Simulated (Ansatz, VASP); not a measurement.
## One calculation of TiPd, two programs

```
CELL_PARAMETERS angstrom
2.81471 0.00000 0.00000
0.00000 2.81471 0.00000
0.00000 0.00000 3.86576
ATOMIC_POSITIONS crystal
Ti 0.00000 0.00000 0.00000
Pd 0.50000 0.50000 0.50000
```

The cell comes from a database or a generator and needn't be the stable form of this composition.

Alike in both runs: task single point; functional LDA; k mesh 6 × 6 × 6; occupations gaussian, width 0.1 eV; no spin polarisation.

|  | VASP | Ansatz |
| --- | --- | --- |
| version | VASP 6.6.1 | Ansatz 0.2.0 |
| potentials or method | VASP PAW LDA potentials, release 64 (Ti_sv, Pd) | scalar-relativistic, plane waves, PAW |
| plane-wave cutoff (eV) | 520 | 420 |
| valence electrons in the cell | 22 | 30 |

```csv
,VASP,Ansatz,Ansatz less VASP
gap on the k mesh at the Fermi level (eV),none,none,-
pressure (GPa),-8.8,-9.1,-0.23
largest component of the traceless stress (GPa),0.40,0.36,-0.034
```

A gap of «none» marks a metal or a gap that the smearing closes. The two sets of potentials don't hold the same shells in valence.

Caveats: the k mesh is coarse (spacing up to 0.37 Å⁻¹), so the values aren't converged.
